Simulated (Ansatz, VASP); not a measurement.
# Cross-check of Lu3TlC between VASP and Ansatz, part 2 of 2

Aim: how closely do two programs agree when they are given the same cell, functional and k mesh? The cell is taken from a series of runs on this material, whose earlier steps may have relaxed, scaled, displaced or heated it; both programs get it as it stands.

VASP 6.6.1 and Ansatz 0.2.0.

So far: The starting structure; Ansatz: relaxation of cell and atoms, PBEsol.

### 3. VASP: relaxation of cell and atoms, PBEsol

Level of this step: PBEsol, 4f electrons in the core; plane waves and PAW (Lu_3, Tl_d, C) (VASP).

The same cell, functional, mesh and smearing now go to VASP, with its own data sets.

Lines of VASP's logs that name or quote its potential files are left out, and so is its time.

The input, INCAR:

```
SYSTEM = Lu3TlC
PREC = Accurate
ENCUT = 600
EDIFF = 1E-07
NELM = 120
ISMEAR = 1
SIGMA = 0.2
LREAL = .FALSE.
ALGO = Normal
GGA = PS
NBANDS = 28
LORBIT = 11
LWAVE = .FALSE.
LCHARG = .FALSE.
ISIF = 3
IBRION = 2
NSW = 80
EDIFFG = -0.005
LASPH = .TRUE.
GGA_COMPAT = .FALSE.
NELMIN = 4
KPAR = 2
```

The input, POSCAR:

```
Lu3TlC
1.0
    4.7122950000      0.0000000000      0.0000000000
    0.0000000000      4.7122950000      0.0000000000
    0.0000000000      0.0000000000      4.7122950000
Lu Tl C
3 1 1
Direct
    0.5000001061      0.0000000000      0.5000001061
    0.0000000000      0.5000001061      0.5000001061
    0.5000001061      0.5000001061      0.0000000000
    0.0000000000      0.0000000000      0.0000000000
    0.5000001061      0.5000001061      0.5000001061
```

The input, KPOINTS:

```
Automatic mesh
0
Gamma
8 8 8
0 0 0
```

The projector-augmented-wave data sets are Lu_3, Tl_d and C (PBE family, release 64).

On the command line:

```
$ mpirun -np 2 vasp_std
```

Numbers of over 12 decimals in the logs are rounded to 6 here.

Log:

```text
[banner, memory and clock lines left out]
running    2 mpi-ranks, on    1 nodes
 distrk:  each k-point on    1 cores,    2 groups
 distr:  one band on    1 cores,    1 groups

 POSCAR found type information on POSCAR LuTlC
 POSCAR found :  3 types and       5 ions
|                                                                             |
|               ----> ADVICE to this user running VASP <----                  |
|                                                                             |
|     You enforced a specific xc type in the INCAR file but a different       |
|     [... a line on the potential file left out ...]
|     I HOPE YOU KNOW WHAT YOU ARE DOING!                                     |
|                                                                             |

 LDA part: xc-table for (Slater+PW92), standard interpolation
 POSCAR, INCAR and KPOINTS ok, starting setup
 FFT: planning ... GRIDC
 FFT: planning ... GRID_SOFT
 FFT: planning ... GRID
 WAVECAR not read
 entering main loop
       N       E                     dE             d eps       ncg     rms          rms(c)
DAV:   1     0.306452109638E+03    0.30645E+03   -0.21186E+04  3608   0.193E+03
DAV:   2    -0.526924490403E+01   -0.31172E+03   -0.30402E+03  3776   0.985E+02
DAV:   3    -0.325183700697E+02   -0.27249E+02   -0.25739E+02  3792   0.239E+02
DAV:   4    -0.340727984023E+02   -0.15544E+01   -0.15089E+01  3532   0.328E+01
DAV:   5    -0.341245100526E+02   -0.51712E-01   -0.50255E-01  3560   0.637E+00    0.448E+01
DAV:   6    -0.298171804388E+02    0.43073E+01   -0.26203E+01  3192   0.249E+01    0.311E+01
DAV:   7    -0.298572543043E+02   -0.40074E-01   -0.20113E+00  3240   0.837E+00    0.157E+01
DAV:   8    -0.298581938252E+02   -0.93952E-03   -0.24841E-01  3376   0.514E+00    0.175E+00
DAV:   9    -0.298483232491E+02    0.98706E-02   -0.11326E-01  3296   0.170E+00    0.612E-01
DAV:  10    -0.298472178570E+02    0.11054E-02   -0.20668E-02  3344   0.949E-01    0.106E-01
DAV:  11    -0.298470540665E+02    0.16379E-03   -0.14204E-03  3272   0.286E-01    0.770E-02
DAV:  12    -0.298470683208E+02   -0.14254E-04   -0.76173E-04  3416   0.146E-01    0.413E-02
DAV:  13    -0.298470451188E+02    0.23202E-04   -0.21265E-04  3264   0.684E-02    0.116E-02
DAV:  14    -0.298470445340E+02    0.58479E-06   -0.13334E-05  3148   0.258E-02    0.179E-03
DAV:  15    -0.298470446620E+02   -0.12798E-06   -0.13160E-06  2688   0.937E-03    0.147E-03
DAV:  16    -0.298470446642E+02   -0.21705E-08   -0.29678E-08  1392   0.381E-03
   1 F= -.29847045E+02 E0= -.29848248E+02  d E =-.298470E+02
 curvature:   0.00 expect dE= 0.000E+00 dE for cont linesearch  0.000E+00
 trial: gam= 0.00000 g(F)=  0.000E+00 g(S)=  0.783E-03 ort = 0.000E+00 (trialstep = 0.100E+01)
 search vector abs. value=  0.783E-03
 bond charge predicted
       N       E                     dE             d eps       ncg     rms          rms(c)
DAV:   1    -0.298523723693E+02   -0.53277E-02   -0.12471E-01  2592   0.631E+00    0.674E-01
DAV:   2    -0.298482461195E+02    0.41262E-02   -0.14276E-02  3068   0.169E+00    0.226E-01
DAV:   3    -0.298472279437E+02    0.10182E-02   -0.21133E-03  3032   0.642E-01    0.104E-01
DAV:   4    -0.298471244013E+02    0.10354E-03   -0.39043E-04  3416   0.301E-01    0.526E-02
DAV:   5    -0.298471213989E+02    0.30024E-05   -0.43941E-05  3052   0.758E-02    0.261E-02
DAV:   6    -0.298471198321E+02    0.15667E-05   -0.55499E-06  3336   0.338E-02    0.419E-03
DAV:   7    -0.298471195870E+02    0.24514E-06   -0.17061E-06  2564   0.134E-02    0.214E-03
DAV:   8    -0.298471196333E+02   -0.46324E-07   -0.64704E-08  1356   0.620E-03
   2 F= -.29847120E+02 E0= -.29848312E+02  d E =-.749691E-04
 trial-energy change:   -0.000075  1 .order   -0.000081   -0.000783    0.000620
 step:   0.5513(harm=  0.5578)  dis= 0.00000  next Energy=   -29.847259 (dE=-0.215E-03)
 bond charge predicted
       N       E                     dE             d eps       ncg     rms          rms(c)
DAV:   1    -0.298483194514E+02   -0.11999E-02   -0.25273E-02  2564   0.285E+00    0.302E-01
DAV:   2    -0.298474813340E+02    0.83812E-03   -0.29162E-03  3008   0.772E-01    0.101E-01
DAV:   3    -0.298472783331E+02    0.20300E-03   -0.42352E-04  3000   0.287E-01    0.463E-02
DAV:   4    -0.298472597306E+02    0.18603E-04   -0.78917E-05  3400   0.135E-01    0.235E-02
DAV:   5    -0.298472601543E+02   -0.42363E-06   -0.89890E-06  3040   0.336E-02    0.118E-02
DAV:   6    -0.298472605781E+02   -0.42385E-06   -0.99675E-07  2640   0.149E-02    0.191E-03
DAV:   7    -0.298472605881E+02   -0.99917E-08   -0.18814E-07  1584   0.865E-03
   3 F= -.29847261E+02 E0= -.29848458E+02  d E =-.215924E-03
 curvature:  -0.28 expect dE=-0.133E-05 dE for cont linesearch -0.133E-05
 trial: gam=-0.07206 g(F)=  0.155E-48 g(S)=  0.478E-05 ort = 0.612E-04 (trialstep = 0.910E+00)
 search vector abs. value=  0.293E-07
 reached required accuracy - stopping structural energy minimisation
```

Parts of OUTCAR (step 3):

```text
ion  position               nearest neighbor table
   1  0.500  0.000  0.500-   5 2.36   5 2.36   3 3.33   4 3.33   2 3.33   3 3.33   2 3.33   3 3.33
                             4 3.33   2 3.33   4 3.33   3 3.33   2 3.33   4 3.33
   2  0.000  0.500  0.500-   5 2.36   5 2.36   3 3.33   4 3.33   1 3.33   3 3.33   1 3.33   3 3.33
                             4 3.33   1 3.33   4 3.33   3 3.33   1 3.33   4 3.33
   3  0.500  0.500  0.000-   5 2.36   5 2.36   2 3.33   4 3.33   1 3.33   2 3.33   1 3.33   1 3.33
                             4 3.33   2 3.33   4 3.33   1 3.33   2 3.33   4 3.33
   4  0.000  0.000  0.000-   1 3.33   2 3.33   3 3.33   3 3.33   1 3.33   2 3.33   1 3.33   3 3.33
                             2 3.33   1 3.33   2 3.33   3 3.33
   5  0.500  0.500  0.500-   1 2.36   2 2.36   3 2.36   3 2.36   1 2.36   2 2.36

  LATTYP: Found a simple cubic cell.
 ALAT       =     4.7122950000

 Subroutine GETGRP returns: Found 48 space group operations
 (whereof 48 operations were pure point group operations)

The static configuration has the point symmetry O_h .

 Found     35 irreducible k-points:

   k-points           NKPTS =     35   k-points in BZ     NKDIM =     35   number of bands    NBANDS=     28

   dimension x,y,z NGX =    40 NGY =   40 NGZ =   40
   dimension x,y,z NGXF=    80 NGYF=   80 NGZF=   80

   ENCUT  =  600.0 eV  44.10 Ry    6.64 a.u.   9.41  9.41  9.41*2*pi/ulx,y,z

   NELECT =      44.0000    total number of electrons

 k-points in reciprocal lattice and weights: Automatic mesh
   0.00000000  0.00000000  0.00000000       0.002
   0.12500000  0.00000000  0.00000000       0.012
   0.25000000  0.00000000  0.00000000       0.012
   0.37500000  0.00000000  0.00000000       0.012
   0.50000000  0.00000000  0.00000000       0.006
   0.12500000  0.12500000  0.00000000       0.023
   0.25000000  0.12500000  0.00000000       0.047
   0.37500000  0.12500000  0.00000000       0.047
   0.50000000  0.12500000  0.00000000       0.023
[...]
0.50000000  0.50000000  0.37500000       0.012
   0.50000000  0.50000000  0.50000000       0.002

 average (electrostatic) potential at core
       1 -30.1674       2 -30.1674       3 -30.1674       4 -84.3528       5 -48.9307

 E-fermi :   4.3752

 k-point     1 :       0.0000    0.0000    0.0000
  band No.  band energies     occupation
    ...
     17       3.7317      2.00005
     18       3.7317      2.00005
     19       3.7317      2.00005
     20       3.9229      2.00628
     21       3.9229      2.00628
     22       4.5178      0.07113
     23       4.5178      0.07113
     24       4.5178      0.07113
     25       6.5144     -0.00000
     26       6.5144     -0.00000
    ...

 k-point     2 :       0.1250    0.0000    0.0000
  band No.  band energies     occupation
    ...
     19       3.6503      2.00000
     20       4.0713      2.05354
     21       4.1117      2.06860
     22       4.4049      0.75164
     23       4.4049      0.75164
     24       4.5568     -0.02556
     25       5.7335     -0.00000
     26       6.7145     -0.00000
     27       6.7145     -0.00000
     28       8.3145     -0.00000

 k-point     3 :       0.2500    0.0000    0.0000
  band No.  band energies     occupation
    ...
     18       3.2793      2.00000
     19       3.4821      2.00000
     20       3.4821      2.00000
     21       4.1642      2.05984
     22       4.1642      2.05984
     23       4.5011      0.13419
     24       4.6595     -0.06192
     25       5.6810     -0.00000
     26       7.2102     -0.00000
     27       7.2102     -0.00000
    ...

  Total        0.0128536      0.0128536      0.0128536      0.0000000      0.0000000     -0.0000000
  in kB        0.1962906      0.1962906      0.1962906      0.0000000      0.0000000     -0.0000000
  external PRESSURE =       0.1962906 kB  Pullay stress =       0.0000000 kB

  energy-cutoff  :      600.00
  volume of cell :      104.91
      direct lattice vectors                 reciprocal lattice vectors
     4.716416724 -0.000000000  0.000000000     0.212025370  0.000000000 -0.000000000
    -0.000000000  4.716416724 -0.000000000     0.000000000  0.212025370  0.000000000
     0.000000000 -0.000000000  4.716416724    -0.000000000  0.000000000  0.212025370

 POSITION                                       TOTAL-FORCE (eV/Angst)
 -----------------------------------------------------------------------------------
      2.35821     -0.00000      2.35821        -0.000000      0.000000      0.000000
     -0.00000      2.35821      2.35821         0.000000      0.000000      0.000000
      2.35821      2.35821     -0.00000         0.000000     -0.000000      0.000000
      0.00000      0.00000      0.00000        -0.000000     -0.000000      0.000000
      2.35821      2.35821      2.35821         0.000000      0.000000      0.000000
 -----------------------------------------------------------------------------------
    total drift:                               -0.000246     -0.000246     -0.000246

  FREE ENERGIE OF THE ION-ELECTRON SYSTEM (eV)
  ---------------------------------------------------
  free  energy   TOTEN  =       -29.8472605881 eV

  energy  without entropy=      -29.8508516607  energy(sigma->0) =      -29.84845761

 reached required accuracy - stopping structural energy minimisation

 total charge
# of ion       s       p       d       tot
------------------------------------------
    1        0.420   6.683   1.070   8.173
    2        0.420   6.683   1.070   8.173
    3        0.420   6.683   1.070   8.173
    4        0.993   0.829   9.559  11.380
    5        0.874   1.489   0.000   2.363
--------------------------------------------------
tot          3.128  22.365  12.768  38.262

[... 3 further parts left out ...]
```

The data set Lu_3 holds the 4f electrons frozen in the core, so no f bands or f moments appear. The run keeps the 48 symmetry operations of its start, so it cannot find a distortion of lower symmetry.

### 4. Comparison

Known differences besides the potentials themselves: the data sets hold 92 valence electrons in Ansatz (on its PAW soft_1 files) and 44 in VASP; the cutoff is 420 eV in Ansatz and 600 eV in VASP; Ansatz makes its cores anew for this functional, VASP keeps those of its PBE data sets; Ansatz adds a Pulay correction to the stress that steers its cell, VASP none. Total energies have different zeros and are not compared.

Compared:

| quantity | Ansatz | VASP | difference |
| --- | --- | --- | --- |
| volume (Å³) | 104.64 | 104.91 | -0.26 % |
| edge a after relaxation, in the typed setting (Å) | 4.712 | 4.716 | -0.09 % |

### 5. Outcome

| Quantity | Value |
| --- | --- |
| difference in volume (relaxation of cell and atoms, PBEsol) | -0.26 % |

In words: The difference in volume is -0.26 % (relaxation of cell and atoms, PBEsol), within the 1.2 % picked in this series as the mark of a large difference, as far as the stopping tolerances let one tell. The data sets hold unlike numbers of valence electrons (92 in Ansatz and 44 in VASP), so part of the differences comes from the potentials. Such differences can come from data sets, numerical settings and the points named under the comparisons, not from the functional's error against experiment.

[Lines on the potential files, build, host, timing and source positions are cut from VASP's logs without a mark.]

[Logs are printed without paths, hosts, clocks, repeated set-up lines and the standing remarks that a program may print on its own settings, such as how far it seeks lower states.]

[Hosts, paths, dates, database ids (printed as entryN), source tags and the programs' standing remarks are cut or masked in the printed files.]
